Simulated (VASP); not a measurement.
BeS (zinc blende): the bulk modulus from VASP (plane waves, PAW) at several levels of theory. Static lattice, third-order Birch-Murnaghan fit over five volumes.  The measured value holds thermal and zero-point effects that the static calculation lacks.

```json
[
 {"level": "LDA", "bulk modulus (GPa)": "102", "error against measurement": "-2.9 %"},
 {"level": "PBE", "bulk modulus (GPa)": "92.8", "error against measurement": "-11.6 %"},
 {"level": "PBEsol", "bulk modulus (GPa)": "96.8", "error against measurement": "-7.8 %"},
 {"level": "SCAN", "bulk modulus (GPa)": "98.4", "error against measurement": "-6.3 %"},
 {"level": "r2SCAN", "bulk modulus (GPa)": "97.1", "error against measurement": "-7.6 %"},
 {"level": "HSE06", "bulk modulus (GPa)": "98.9", "error against measurement": "-5.8 %"},
 {"level": "HSEsol", "bulk modulus (GPa)": "102", "error against measurement": "-3.2 %"}
]
```

Measured: 105 GPa (as given by Narayana, Nesamony, Ruoff, Phys. Rev. B 56, no. 22 (1997)).

The cell of the LDA run:

BeS has the cubic space group F-43m (No. 216), the zinc blende structure, Pearson symbol cF8. Cell: a = 4.798 Å, b = 4.798 Å, c = 4.798 Å, α = 90.00°, β = 90.00°, γ = 90.00°. Be on 4a has 4 S at 2.077 Å (tetrahedral). S on 4d has 4 Be at 2.077 Å (tetrahedral). (Neighbours: up to the widest gap in distance over summed covalent radii, below 1.35, at either atom; cation-cation and far metal-metal contacts left out.)
(The calculation used a cell of 2 atoms; values per cell refer to that cell.)

Only levels that ran to the end are used. Left out are those held back, those with too coarse a band path, GW runs whose mesh misses a band edge, hybrids' fits of cells that aren't cubic and levels without matching references; a question may draw on a part of the rest.

The compound is BeS in the zinc blende structure.
